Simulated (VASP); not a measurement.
These are optB88-vdW, VASP's PBE PAW potentials (set 64) (plane waves; VASP) values and carry that method's errors.

VASP input:

File POSCAR:
```
SnO2
1.0
  4.7052889416   0.0000000000   0.0000000000
  0.0000000000   4.7052889416   0.0000000000
  0.0000000000   0.0000000000   3.1786891628
Sn O
2 4
Cartesian
  0.0000000000   0.0000000000   0.0000000000
  2.3526444708   2.3526444708   1.5893445814
  1.4407118837   1.4407118837   0.0000000000
  3.7933563545   0.9119325871   1.5893445814
  0.9119325871   3.7933563545   1.5893445814
  3.2645770579   3.2645770579   0.0000000000
```

File KPOINTS:
```
Automatic mesh
0
Gamma
5 5 7
0 0 0
```

### INCAR
```
# general
SYSTEM    =  SnO2
PREC      =  Accurate
ENCUT     =  520
LREAL     =  .FALSE.
LASPH     =  .TRUE.

# electronic loop
EDIFF     =  1E-7
NELM      =  100
ALGO      =  Normal
LMAXMIX   =  4

# smearing
ISMEAR    =  0
SIGMA     =  0.05

# functional
GGA       =  BO
LUSE_VDW  =  .TRUE.
AGGAC     =  0.0
PARAM1    =  0.1833333333
PARAM2    =  0.22

# ions
IBRION    =  2
NSW       =  30
ISIF      =  4
EDIFFG    =  -0.01

# output
LWAVE     =  .FALSE.
LCHARG    =  .FALSE.
```

POTCAR, in this order: Sn_d O (PBE.64 set). Program: vasp_std.

Unless said otherwise, spin-orbit coupling is left out, though it shifts the bands of the heavy elements here.

### Question
What does the run give for the energy per atom (σ→0), band gap (on the k-mesh)?

### Answer

```json
{
 "energy per atom (σ→0)": "-394.5 kJ/mol of atoms",
 "band gap (on the k-mesh)": "1.39 eV"
}
```

**OSZICAR**
```
...
   4 F= -.24531862E+02 E0= -.24531862E+02  d E =-.487742E-03
       N       E                     dE             d eps       ncg     rms          rms(c)
DAV:   1    -0.245319910891E+02   -0.12871E-03   -0.16857E-02  1495   0.928E-01    0.728E-02
DAV:   2    -0.245319385938E+02    0.52495E-04   -0.35202E-04  2155   0.199E-01    0.435E-02
DAV:   3    -0.245318972410E+02    0.41353E-04   -0.36310E-05  2237   0.872E-02    0.544E-03
DAV:   4    -0.245318977993E+02   -0.55829E-06   -0.98326E-06  1792   0.230E-02    0.221E-03
DAV:   5    -0.245318978962E+02   -0.96915E-07   -0.28927E-07  1400   0.626E-03
   5 F= -.24531898E+02 E0= -.24531898E+02  d E =-.523205E-03
```

The compound is SnO2 in the rutile structure. This cell is one point of a volume scan, at 0.94 of the reference volume. Symmetry was kept, so distortions that lower it aren't found.
